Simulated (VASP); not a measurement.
Energy against volume of InSb (zinc blende). Calculation: rev-vdW-DF2, VASP's PBE PAW potentials (set 64) (plane waves; VASP). Run with 520 eV cut-off, 10×10×10 Γ-centred mesh, first-order Methfessel-Paxton smearing of 0.10 eV, potentials In_d Sb.

```json
[
 {"V (Å³/atom)": "33.567", "E (eV/atom)": "-1.17026"},
 {"V (Å³/atom)": "34.638", "E (eV/atom)": "-1.18409"},
 {"V (Å³/atom)": "35.710", "E (eV/atom)": "-1.18856"},
 {"V (Å³/atom)": "36.781", "E (eV/atom)": "-1.18518"}
]
```

Fit these four points and predict the energy of the run at 37.852 Å³/atom.

A cubic in V^(−2/3), the third-order Birch-Murnaghan form, passes through the four points with V0 = 35.75 Å³/atom and B0 = 39 GPa, and gives -1.1752 eV/atom there. The run gave -1.1752 eV/atom, +0.0 meV/atom from the fit; all five points give B0 = 39 GPa.

The compound is InSb in the zinc blende structure. It was relaxed first, which changed the volume by +5 %.
